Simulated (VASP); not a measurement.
Calculation: LDA (Ceperley-Alder, Perdew-Zunger), VASP's LDA PAW potentials (set 64) (plane waves; VASP).

The input files of a VASP run:

**KPOINTS**
```
Automatic mesh
0
Gamma
8 8 8
0 0 0
```

### POSCAR
```
GaP
1.0
  0.0000000000   2.7250000000   2.7250000000
  2.7250000000   0.0000000000   2.7250000000
  2.7250000000   2.7250000000   0.0000000000
Ga P
1 1
Cartesian
  0.0000000000   0.0000000000   0.0000000000
  1.3625000000   1.3625000000   1.3625000000
```

**INCAR**
```
# general
SYSTEM =GaP
PREC   =Accurate
ENCUT  =400
LREAL  =.False.
LASPH  =.True.   # aspherical one-centre terms

# electronic loop
EDIFF  =1E-6   # SCF stop (eV)
NELM   =100   # most electronic steps
ALGO   =Normal   # blocked Davidson
LMAXMIX=4   # l cut-off of mixed one-centre charges

# smearing
ISMEAR =0
SIGMA  =0.05

# ions
IBRION =2   # conjugate gradients
NSW    =60
ISIF   =3
EDIFFG =-0.01

# output
LWAVE  =.False.
LCHARG =.False.
```

POTCAR, in this order: Ga_d P (LDA.64 set). Program: vasp_std.

Energy and stress use the plane-wave basis of the starting cell.

### Question
What does the run give for the energy per atom (σ→0), volume per atom, band gap (on the k-mesh)?

### Answer

```
Property                          Result
------------------------  --------------
energy per atom (σ→0)     -5.226 eV/atom
band gap (on the k-mesh)         1.43 eV
volume per atom            19.57 Å³/atom
```

OSZICAR:
```
...
DAV:   1    -0.105089307474E+02   -0.61399E-01   -0.76252E-01  1009   0.193E+01    0.140E+00
DAV:   2    -0.104642262845E+02    0.44704E-01   -0.78489E-02   954   0.675E+00    0.635E-01
DAV:   3    -0.104528553446E+02    0.11371E-01   -0.14146E-02  1009   0.261E+00    0.144E-01
DAV:   4    -0.104518427993E+02    0.10125E-02   -0.12743E-03   887   0.580E-01    0.595E-02
DAV:   5    -0.104516548786E+02    0.18792E-03   -0.92000E-05  1033   0.138E-01    0.203E-02
DAV:   6    -0.104516478296E+02    0.70490E-05   -0.96825E-06   912   0.554E-02    0.915E-03
DAV:   7    -0.104516476530E+02    0.17667E-06   -0.58096E-07   422   0.159E-02
   3 F= -.10451648E+02 E0= -.10451648E+02  d E =-.120133E-01
```

The compound is GaP in the zinc blende structure. This run relaxes it. Symmetry was kept, so distortions that lower it aren't found.
